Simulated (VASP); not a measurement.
All values below come from PBE GGA, VASP's PBE PAW potentials (set 64) (plane waves; VASP 6.6.1).

VASP ran on this input.

**INCAR**
```
# general
SYSTEM =GaAs
PREC   =Accurate
ENCUT  =500   # plane-wave cut-off (eV)
LREAL  =.False.
LASPH  =.True.   # aspherical one-centre terms

# electronic loop
EDIFF  =1E-6
NELM   =100
ALGO   =Normal   # blocked Davidson
LMAXMIX=4

# smearing
ISMEAR =0   # Gaussian
SIGMA  =0.05   # width (eV)

# functional
GGA    =PE   # PBE

# ions
IBRION =2
NSW    =40   # most ionic steps
ISIF   =3   # ions, shape and volume
EDIFFG =-0.02   # ionic stop
PSTRESS=200   # kbar

# output
LWAVE  =.False.
LCHARG =.False.
```

### POSCAR
```
GaAs
1
    0.0000000000     2.6858433177     2.6858433177
    2.6858433177    -0.0000000000     2.6858433177
    2.6858433177     2.6858433177    -0.0000000000
Ga As
1 1
Direct
  1.0000000000   0.0000000000   0.0000000000
  0.2500000000   0.2500000000   0.2500000000
```

File KPOINTS:
```
Automatic
0
Gamma
9 9 9
0 0 0
```

POTCAR, in this order: Ga_d As (PBE.64 set). Program: vasp_std.

The resulting files:

File OUTCAR:
```
 ion  position               nearest neighbor table
   1  0.000  0.000  0.000-   2 2.33   2 2.33   2 2.33   2 2.33
   2  0.250  0.250  0.250-   1 2.33   1 2.33   1 2.33   1 2.33
  LATTYP: Found a face centered cubic cell.
 ALAT       =     5.3716866354
 Subroutine PRICEL returns:
 Original cell was already a primitive cell.
 Subroutine GETGRP returns: Found 24 space group operations
The static configuration has the point symmetry T_d .
The dynamic configuration has the point symmetry T_d .
 Subroutine INISYM returns: Found 24 space group operations
 Subroutine IBZKPT returns following result:
 Found     35 irreducible k-points:

 Following reciprocal coordinates:
            Coordinates               Weight
  0.000000  0.000000  0.000000      1.000000
  0.111111  0.000000  0.000000      8.000000
  0.222222  0.000000  0.000000      8.000000
  0.333333  0.000000  0.000000      8.000000
  0.444444  0.000000  0.000000      8.000000
  0.111111  0.111111  0.000000      6.000000
  0.222222  0.111111  0.000000     24.000000
  0.333333  0.111111  0.000000     24.000000
  0.444444  0.111111  0.000000     24.000000
 -0.444444  0.111111  0.000000     24.000000
 -0.333333  0.111111  0.000000     24.000000
 -0.222222  0.111111  0.000000     24.000000
 -0.111111  0.111111  0.000000     12.000000
  0.222222  0.222222  0.000000      6.000000
  0.333333  0.222222  0.000000     24.000000
  0.444444  0.222222  0.000000     24.000000
 -0.444444  0.222222  0.000000     24.000000
 -0.333333  0.222222  0.000000     24.000000
 -0.222222  0.222222  0.000000     12.000000
  0.333333  0.333333  0.000000      6.000000
  0.444444  0.333333  0.000000     24.000000
 -0.444444  0.333333  0.000000     24.000000
 -0.333333  0.333333  0.000000     12.000000
  0.444444  0.444444  0.000000      6.000000
...
```

### OSZICAR
```
       N       E                     dE             d eps       ncg     rms          rms(c)
DAV:   1     0.843696301181E+02    0.84370E+02   -0.92391E+03   918   0.199E+03
DAV:   2    -0.165693250865E+01   -0.86027E+02   -0.83204E+02  1005   0.337E+02
DAV:   3    -0.792331040264E+01   -0.62664E+01   -0.62364E+01  1150   0.763E+01
DAV:   4    -0.801769766037E+01   -0.94387E-01   -0.94367E-01  1064   0.105E+01
DAV:   5    -0.801922126565E+01   -0.15236E-02   -0.15236E-02  1103   0.119E+00    0.346E+00
DAV:   6    -0.785261841633E+01    0.16660E+00   -0.26362E-01  1445   0.115E+01    0.212E+00
DAV:   7    -0.782156766644E+01    0.31051E-01   -0.10354E-01  1314   0.296E+00    0.597E-01
DAV:   8    -0.782197185860E+01   -0.40419E-03   -0.12216E-02  1065   0.167E+00    0.169E-01
DAV:   9    -0.782231418626E+01   -0.34233E-03   -0.11302E-03  1068   0.440E-01    0.432E-02
DAV:  10    -0.782236641808E+01   -0.52232E-04   -0.97651E-05  1205   0.155E-01    0.236E-02
DAV:  11    -0.782240567841E+01   -0.39260E-04   -0.60777E-05   980   0.766E-02    0.271E-03
DAV:  12    -0.782240594548E+01   -0.26707E-06   -0.13810E-06   845   0.238E-02
   1 F= -.29852351E+01 E0= -.29852351E+01  d E =-.298524E+01
```

OUTCAR:
```
------------------------ aborting loop because EDIFF is reached ----------------------------------------
  FORCE on cell =-STRESS in cart. coord.  units (eV):
  Direction    XX          YY          ZZ          XY          YZ          ZX
  --------------------------------------------------------------------------------------
  Total        4.8131721      4.8131721      4.8131721      0.0000000      0.0000000      0.0000000
  in kB      199.0077337    199.0077337    199.0077337      0.0000000      0.0000000      0.0000000
  external PRESSURE =      -0.9922663 kB  Pullay stress =     200.0000000 kB
  volume of cell :       38.75
      direct lattice vectors                 reciprocal lattice vectors
     0.000000000  2.685843318  2.685843318    -0.186161269  0.186161269  0.186161269
     2.685843318  0.000000000  2.685843318     0.186161269 -0.186161269  0.186161269
     2.685843318  2.685843318  0.000000000     0.186161269  0.186161269 -0.186161269
  FREE ENERGIE OF THE ION-ELECTRON SYSTEM (eV)
  ---------------------------------------------------
  free  energy   TOTEN  =        -7.8224059455 eV

  energy  without entropy=       -7.8224059455  energy(sigma->0) =       -7.82240595
  enthalpy is  TOTEN    =        -2.9852350550 eV   P V=        4.8371708905

 reached required accuracy - stopping structural energy minimisation
```
(Selected blocks of OUTCAR.)

The compound is GaAs in the zinc blende structure. It was relaxed first under an external pressure of 20 GPa.
